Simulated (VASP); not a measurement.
# Lattice vibrations of Si2Mo

Aim: the phonon dispersion and thermal properties of Si2Mo. The start is a cell from a database of measured crystal structures.

Method: LDA; plane waves and PAW (Mo_sv, Si), in VASP 6.6.1.

This is a report of a sequence of runs, with most program output left out.

The database entry behind the starting cell is an old determination (1927), so it need not match the best structure at ambient conditions.

## Step 1: Starting point

Symmetry: I4/mmm, No. 139, tetragonal system. Conventional cell: a = 3.200 Å, b = 3.200 Å, c = 7.861 Å, α = 90.00°, β = 90.00°, γ = 90.00°. Nearest to Mo lie 10 Si at 2.62 Å. Nearest to Si lie 5 Si at 2.61 to 2.63 Å and 5 Mo at 2.62 Å. Farther neighbours are not listed.

Structure file:

```xyz
3
Lattice="-1.6000 1.6000 3.9305 1.6000 -1.6000 3.9305 1.6000 1.6000 -3.9305" Properties=species:S:1:pos:R:3 pbc="T T T"
Mo    0.0000    0.0000    0.0000
Si    0.0000    0.0000    5.2433
Si    0.0000    0.0000    2.6177
```

## Step 2: Relax the host

Cell and atoms are relaxed first, so that later runs start from this functional's own cell.

Input file INCAR:

```
SYSTEM = Si2Mo
PREC = Accurate
ENCUT = 350
EDIFF = 1E-06
NELM = 120
ISMEAR = 0
SIGMA = 0.05
LREAL = .FALSE.
ALGO = Normal
GGA = CA
NBANDS = 17
LASPH = .TRUE.
LORBIT = 11
LWAVE = .FALSE.
LCHARG = .FALSE.
KPAR = 4
IBRION = 2
NSW = 40
ISIF = 3
EDIFFG = -0.02
POTIM = 0.4
```

Input file POSCAR:

```
Si2Mo
1.0
   -1.6000000000      1.6000000000      3.9305000000
    1.6000000000     -1.6000000000      3.9305000000
    1.6000000000      1.6000000000     -3.9305000000
Mo Si
1 2
Direct
    0.0000000000      0.0000000000      0.0000000000
    0.6670000000      0.6670000000      0.0000000000
    0.3330000000      0.3330000000      0.0000000000
```

Input file KPOINTS:

```
Automatic mesh
0
Gamma
8 8 8
0 0 0
```

PAW data sets: Mo_sv and Si (LDA family, release 64).

Run with:

```bash
$ mpirun -np 4 vasp_std
```

The job ended after 17 s (4 MPI ranks of Intel Xeon 6975P-C (Granite Rapids), shared host; peak memory 0.58 GiB; 64 s of CPU time).

The run keeps the 16 symmetry operations of its start, so it cannot find a distortion of lower symmetry.

Step by step:

```
step  energy less that of the first step (eV)  largest force (eV/Å)  pressure (GPa)  volume (Å³)
   1                                   0.0000                0.4078           -6.12        40.25
   2                                   0.0051                0.0385            8.41        37.91
   3                                  -0.0263                0.2137            0.39        39.10
   4                                  -0.0263                0.2093            0.52        39.08
   5                                  -0.0285                0.0484            0.22        39.15
   6                                  -0.0287                0.0038            0.15        39.17
   7                                  -0.0287                0.0058           -0.16        39.22
```

```csv
"conventional cell, symmetrised",before,after,change
a (Å),3.200,3.176,-0.8 %
b (Å),3.200,3.176,-0.8 %
c (Å),7.861,7.779,-1.0 %
volume (Å³/atom),13.42,13.07,-2.5 %
```

The atoms that moved most (Å, as changes of fractional coordinates times the final cell):

```
atom     dx     dy      dz  length
 Si2  0.000  0.000  -0.018   0.018
 Si3  0.000  0.000   0.018   0.018
```

The relaxed structure:

```xyz
3
Lattice="-1.5878 1.5878 3.8896 1.5878 -1.5878 3.8896 1.5878 1.5878 -3.8896" Properties=species:S:1:pos:R:3 pbc="T T T"
Mo    0.0000    0.0000    0.0000
Si    0.0000    0.0000    5.1709
Si    0.0000    0.0000    2.6082
```

This step gave:

| Property | Result |
| --- | --- |
| electronic cycles | 48 |
| electrons | 22 |
| free energy (TOTEN) | -25.82 eV |
| energy at zero smearing | -25.82 eV |
| Fermi energy | 12.54 eV |
| pressure | -0.1638 GPa |
| labelled metallic, from the levels on this mesh | yes |

The run ended after 7 ionic steps, 0.029 eV below its first step, once forces and stress met EDIFFG = -0.02.

## Step 3: Tight relaxation

Force constants are second derivatives, so residual forces and stress must first be far smaller than in an ordinary relaxation. Smearing and mesh differ from the relaxation before, which can move the cell too.

Input file INCAR:

```
SYSTEM = Si2Mo
PREC = Accurate
ENCUT = 350
EDIFF = 1E-08
NELM = 120
ISMEAR = 1
SIGMA = 0.2
LREAL = .FALSE.
ALGO = Fast
GGA = CA
NBANDS = 17
LASPH = .TRUE.
LORBIT = 11
LWAVE = .FALSE.
LCHARG = .FALSE.
KPAR = 4
IBRION = 1
NSW = 30
ISIF = 3
EDIFFG = -0.002
POTIM = 0.4
```

Input file POSCAR:

```
Si2Mo
1.0
   -1.5878123031      1.5878123031      3.8895755317
    1.5878123031     -1.5878123031      3.8895755317
    1.5878123031      1.5878123031     -3.8895755317
Mo Si
1 2
Direct
    0.0000000000      0.0000000000      0.0000000000
    0.6647188230      0.6647188230      0.0000000000
    0.3352811770      0.3352811770      0.0000000000
```

Input file KPOINTS:

```
Automatic mesh
0
Gamma
14 14 14
0 0 0
```

Run with:

```bash
$ mpirun -np 4 vasp_std
```

Wall time 48 s (4 MPI ranks); peak memory 0.8 GiB.

Little changed from the start: no atom moved by 0.005 Å and no cell edge by 0.1 %.

Numbers from this step:

```yaml
electronic_cycles: 38
free_energy_toten: -25.81 eV
fermi_energy: 12.59 eV
pressure: -0.01000 GPa
```

The run ended after 4 ionic steps, 0.000 eV below its first step, once forces and stress met EDIFFG = -0.002.

## Step 4: Force constants in the supercell

System of this step: Si2Mo. The cell holds 48 atoms: 16 Mo and 32 Si. Cell: a = 8.981 Å, b = 8.981 Å, c = 17.963 Å, α = 138.6°, β = 138.6°, γ = 60.0°. It derives from Si2Mo.

Each independent atom is moved by 0.015 Å both ways; the forces give the force constants out to half the supercell.

Input file INCAR:

```
SYSTEM = Si2Mo
PREC = Accurate
ENCUT = 350
EDIFF = 1E-07
NELM = 120
ISMEAR = 1
SIGMA = 0.2
LREAL = Auto
ALGO = Fast
GGA = CA
NBANDS = 212
LASPH = .TRUE.
LWAVE = .FALSE.
LCHARG = .FALSE.
KPAR = 4
IBRION = 6
NSW = 1
NFREE = 2
POTIM = 0.015
ISIF = 0
ADDGRID = .TRUE.
```

Input file POSCAR:

```
Si2Mo
1.0
   -3.1744318688      3.1744318688      7.7789993298
    3.1744318688     -3.1744318688      7.7789993298
    6.3488637376      6.3488637376    -15.5579986596
Mo Si
16 32
Direct
    0.0000000000      0.0000000000      0.0000000000
    0.0000000000      0.0000000000      0.2500000000
    0.0000000000      0.0000000000      0.5000000000
    0.0000000000      0.0000000000      0.7500000000
    0.0000000000      0.5000000000      0.0000000000
    0.0000000000      0.5000000000      0.2500000000
    0.0000000000      0.5000000000      0.5000000000
    0.0000000000      0.5000000000      0.7500000000
    0.5000000000      0.0000000000      0.0000000000
    0.5000000000      0.0000000000      0.2500000000
    0.5000000000      0.0000000000      0.5000000000
    0.5000000000      0.0000000000      0.7500000000
    0.5000000000      0.5000000000      0.0000000000
    0.5000000000      0.5000000000      0.2500000000
    0.5000000000      0.5000000000      0.5000000000
    0.5000000000      0.5000000000      0.7500000000
    0.3324130260      0.3324130260      0.0000000000
    0.3324130260      0.3324130260      0.2500000000
    0.3324130260      0.3324130260      0.5000000000
    0.3324130260      0.3324130260      0.7500000000
    0.3324130260      0.8324130260      0.0000000000
    0.3324130260      0.8324130260      0.2500000000
    0.3324130260      0.8324130260      0.5000000000
    0.3324130260      0.8324130260      0.7500000000
    0.8324130260      0.3324130260      0.0000000000
    0.8324130260      0.3324130260      0.2500000000
    0.8324130260      0.3324130260      0.5000000000
    0.8324130260      0.3324130260      0.7500000000
    0.8324130260      0.8324130260      0.0000000000
    0.8324130260      0.8324130260      0.2500000000
    0.8324130260      0.8324130260      0.5000000000
    0.8324130260      0.8324130260      0.7500000000
    0.1675869740      0.1675869740      0.0000000000
    0.1675869740      0.1675869740      0.2500000000
    0.1675869740      0.1675869740      0.5000000000
    0.1675869740      0.1675869740      0.7500000000
    0.1675869740      0.6675869740      0.0000000000
    0.1675869740      0.6675869740      0.2500000000
    0.1675869740      0.6675869740      0.5000000000
    0.1675869740      0.6675869740      0.7500000000
    0.6675869740      0.1675869740      0.0000000000
    0.6675869740      0.1675869740      0.2500000000
    0.6675869740      0.1675869740      0.5000000000
    0.6675869740      0.1675869740      0.7500000000
    0.6675869740      0.6675869740      0.0000000000
    0.6675869740      0.6675869740      0.2500000000
    0.6675869740      0.6675869740      0.5000000000
    0.6675869740      0.6675869740      0.7500000000
```

Input file KPOINTS:

```
Automatic mesh
0
Gamma
5 5 5
0 0 0
```

Run with:

```bash
$ mpirun -np 4 vasp_std
```

Wall time 2.5 h (4 MPI ranks); peak memory 19 GiB; 9.4 h of CPU time.

The last energy, forces, stress and levels in OUTCAR belong to the last displaced cell, not to the cell of POSCAR.

Numbers from this step:

| Quantity | Value |
| --- | --- |
| electrons | 352 |
| lowest frequency | -1.38e-6 cm⁻¹ |
| highest frequency | 448.4 cm⁻¹ |
| dynamically stable | yes |
| zero point energy | 54.63 meV/atom |
| heat capacity 300 | 21.05 J/K/mol of atoms |
| entropy 300 | 19.49 J/K/mol of atoms |

No long-range dipole term. The phonon branches at the labelled points (cm⁻¹):

```
          point  branch 1  branch 2  branch 3  branch 4  branch 5  branch 6  branch 7  branch 8  branch 9
              Γ         0         0         0       283       283       324       334       334       436
0.47 of the way       146       167       242       255       286       326       359       362       439
              X       205       224       269       283       294       313       390       393       398
0.47 of the way       210       226       269       282       293       312       389       392       399
              Y       227       232       267       278       290       311       386       388       399
0.47 of the way       237       239       261       269       292       293       361       380       422
              S       200       237       251       253       274       302       346       378       445
0.47 of the way       146       172       223       283       296       299       333       368       432
              Γ         0         0         0       283       283       324       334       334       436
0.47 of the way       110       112       168       274       276       327       328       340       435
              Z       188       188       247       248       260       321       322       364       423
0.47 of the way       196       222       235       245       278       318       339       368       421
             S1       200       237       251       253       274       302       346       378       445
0.47 of the way       197       221       257       262       279       299       328       394       444
              N       195       208       262       269       288       297       309       407       439
0.47 of the way       212       229       265       269       280       303       359       402       415
              P       225       232       234       293       295       309       391       392       401
0.53 of the way       216       228       255       288       291       311       389       391       400
             Y1       222       229       267       278       290       309       386       386       402
0.53 of the way       226       227       239       253       283       316       345       358       421
              Z       188       188       247       248       260       321       322       364       423
      jump to X       205       224       269       283       294       313       390       393       398
0.47 of the way       212       225       257       288       295       311       390       393       399
              P       225       232       234       293       295       309       391       392       401
```

The phonon density of states has structure finer than the step of the table below, so its rows give means over 10 cm⁻¹, whole bins alone (the curve runs from -16.4 to 475 cm⁻¹). Peaks (cm⁻¹: height): 215.7: 0.0357, 257.1: 0.0622, 283.8: 0.0857, 389.2: 0.0353, 422.5: 0.0384.

Table of phonon density of states by frequency; means over each step:

```
frequency (cm⁻¹)  phonon density of states (states/cm⁻¹/cell)
               0                                       7.6e-7
              10                                       3.3e-5
              20                                       5.0e-5
              30                                       2.4e-4
              40                                       2.2e-4
              50                                       5.7e-4
              60                                       6.9e-4
              70                                       9.5e-4
              80                                      0.00140
              90                                      0.00180
             100                                      0.00210
             110                                      0.00313
             120                                      0.00331
             130                                      0.00462
             140                                      0.00552
             150                                      0.00686
             160                                      0.00859
             170                                       0.0111
             180                                       0.0146
             190                                       0.0204
             200                                       0.0285
             210                                       0.0341
             220                                       0.0332
             230                                       0.0255
             240                                       0.0206
             250                                       0.0428
             260                                       0.0568
             270                                       0.0480
             280                                       0.0725
             290                                       0.0607
             300                                       0.0360
             310                                       0.0311
             320                                       0.0272
             330                                       0.0240
             340                                       0.0212
             350                                       0.0190
             360                                       0.0218
             370                                       0.0249
             380                                       0.0322
             390                                       0.0326
             400                                       0.0264
             410                                       0.0249
             420                                       0.0346
             430                                       0.0251
             440                                      0.00910
             450                                      0.00114
             460                                       8.9e-7
```

Table of heat capacity at constant volume by temperature:

```
temperature (K)  heat capacity at constant volume (J/K/mol of atoms)
              0                                                    0
             50                                                 1.15
            100                                                 7.56
            150                                                 13.6
            200                                                 17.3
            250                                                 19.6
            275                                                 20.4
            325                                                 21.6
            375                                                 22.3
            425                                                 22.9
            475                                                 23.3
            525                                                 23.6
            575                                                 23.8
            625                                                 24.0
            675                                                 24.1
            725                                                 24.2
            750                                                 24.3
            800                                                 24.3
            850                                                 24.4
            900                                                 24.5
            950                                                 24.5
           1000                                                 24.6
```

The vibrational entropy by temperature:

```
temperature (K)  vibrational entropy (J/K/mol of atoms)
              0                                       0
             50                                   0.312
            100                                    2.91
            150                                    7.18
            200                                    11.6
            250                                    15.8
            275                                    17.7
            325                                    21.2
            375                                    24.3
            425                                    27.2
            475                                    29.7
            525                                    32.1
            575                                    34.2
            625                                    36.2
            675                                    38.1
            725                                    39.8
            750                                    40.6
            800                                    42.2
            850                                    43.7
            900                                    45.1
            950                                    46.4
           1000                                    47.6
```

## Step 5: What came out

```yaml
highest_frequency: 448 cm⁻¹
lowest_frequency: -1.4e-6 cm⁻¹
zero_point_energy: 54.6 meV/atom
heat_capacity_300: 21.0 J/K/mol of atoms
entropy_300: 19.5 J/K/mol of atoms
```

The spectrum reaches 448 cm⁻¹, and its lowest point lies at 0 cm⁻¹. No mode is imaginary, so the structure is a local minimum as far as this supercell can tell. Frequencies between the wave vectors that fit the supercell are interpolated.

[Lines on the potential files, build, host, timing and source positions are cut from VASP's logs without a mark.]

[Logs are printed without paths, hosts, clocks, repeated set-up lines and the standing remarks that a program may print on its own settings, such as how far it seeks lower states.]

[Hosts, paths, dates, database ids (printed as entryN), source tags and the programs' standing remarks are cut or masked in the printed files.]

[Runs that stopped without an error message from VASP are left out.]
